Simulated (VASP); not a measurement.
Input:

```xyz
2
Lattice="0.0000 3.1172 3.1172 3.1172 0.0000 3.1172 3.1172 3.1172 0.0000" Properties=species:S:1:pos:R:3 pbc="T T T"
K      0.0000     0.0000     0.0000
Cl     3.1172     3.1172     3.1172
```

The numbers are results of r2SCAN+rVV10, VASP's PBE PAW potentials (set 64) (plane waves; VASP 6.6.1), not measurements. Run with 520 eV cut-off, 7×7×7 Γ-centred mesh, Gaussian smearing of 0.050 eV, potentials K_sv Cl.

### Question
What does the run give for the energy per atom (σ→0), band gap (on the k-mesh) with the smallest direct gap where there is one?

### Answer

```yaml
band gap (on the k-mesh): 5.82 eV
smallest direct gap (on the k-mesh): 5.82 eV
energy per atom (σ→0): -8.001 eV/atom
```

Only differences to runs with the same potentials and settings are physical.

The compound is KCl in the rock salt structure. It was relaxed first. The start is the result of an earlier pass.
